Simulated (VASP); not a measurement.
Data:

```
KZnF3
1.0
    4.08710     0.00000     0.00000
    0.00000     4.08710     0.00000
    0.00000     0.00000     4.08710
K Zn F
1 1 3
Direct
  0.00000   0.00000   0.00000
  0.50000   0.50000   0.50000
  0.50000   0.00000   0.50000
  0.00000   0.50000   0.50000
  0.50000   0.50000   0.00000
```

Computed with PBE GGA, VASP's PBE PAW potentials (set 64) (plane waves; VASP). Settings: 520 eV cut-off, 6×6×6 Γ-centred mesh, Gaussian smearing of 0.050 eV, potentials K_sv Zn F.

Task: Give the stress tensor in GPa (positive for a compressed cell).

Result: 
```
2.60  0.00  0.00
0.00  2.60  0.00
0.00  0.00  2.60
```
The pressure is its mean diagonal, 2.60 GPa.

The compound is KZnF3 in the cubic perovskite structure. This cell is one point of a volume scan, at 0.97 of the reference volume.
